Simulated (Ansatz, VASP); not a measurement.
Two plane-wave programs on GaGe3

File INCAR:

```
PREC     = Accurate       # precision mode
ENCUT    = 520            # plane-wave cutoff, eV
EDIFF    = 1E-7           # SCF threshold, eV
ISMEAR   = -1             # smearing method
SIGMA    = 0.05           # smearing width, eV
LREAL    = False          # projectors in reciprocal space
LASPH    = True           # aspherical terms in the spheres
NELM     = 60             # most SCF steps
ALGO     = Normal         # electronic algorithm
ISIF     = 2              # what is computed and relaxed
LWAVE    = False          # write WAVECAR
LCHARG   = False          # write CHGCAR
GGA      = PS             # functional
NBANDS   = 36             # bands
```

KPOINTS

```
Automatic mesh
0
Gamma
  7 7 7
```

The input POSCAR:

```
GaGe3
1.0
    0.0000000000      3.3413888613      3.3413888613
    3.3413888613      0.0000000000      3.3413888613
    3.3413888613      3.3413888613      0.0000000000
Ge Ga
3 1
Direct
    0.5000000000      0.5000000000      0.5000000000
    0.7500000000      0.7500000000      0.7500000000
    0.2500000000      0.2500000000      0.2500000000
    0.0000000000      0.0000000000      0.0000000000
```

The input input.yaml:

```yaml
crystal:
  lattice:
    - [0.0, 3.3413888613, 3.3413888613]
    - [3.3413888613, 0.0, 3.3413888613]
    - [3.3413888613, 3.3413888613, 0.0]
  atoms:
    - { symbol: Ge, position: [0.5, 0.5, 0.5] }
    - { symbol: Ge, position: [0.75, 0.75, 0.75] }
    - { symbol: Ge, position: [0.25, 0.25, 0.25] }
    - { symbol: Ga, position: [0.0, 0.0, 0.0] }
hamiltonian:
  xc: pbesol
  pseudopotentials: { kind: paw }
kpoints:
  mp_grid: { grid: [7, 7, 7] }
scf:
  occupations: { method: fermi_dirac, width: 0.05 }
output:
  forces: true
  stress: true
  eigenvalues: true
  write_density: true
  write_potential: true
  elf: true
  volumetric_format: npy
```

Change from the starting cell: volume scaled by 0.96.

Alike in both runs: task single point; functional PBEsol; k mesh 7 × 7 × 7; occupations fermi-dirac, width 0.05 eV; no spin polarisation.

```csv
,VASP,Ansatz
version,VASP 6.6.1,Ansatz 0.2.0
potentials or method,"VASP PAW PBE potentials, release 64 (Ge_d, Ga_d)",Ansatz PAW
plane-wave cutoff (eV),520,420
valence electrons in the cell,55,55
```

```csv
,VASP,Ansatz,Ansatz less VASP
gap on the k mesh at the Fermi level (eV),none,none,-
pressure (GPa),-1.4,-1.4,-0.05
```

A gap of «none» marks a metal or a gap that the smearing closes. The functional is the same, so the differences come from potentials, cutoffs and numerics.

Caveats: the PAW data sets were made with another functional, which shifts forces and pressure a little (VASP); the PAW data sets come from PBE, with cores solved anew for the run's functional, which leaves a small shift of forces and pressure (Ansatz).
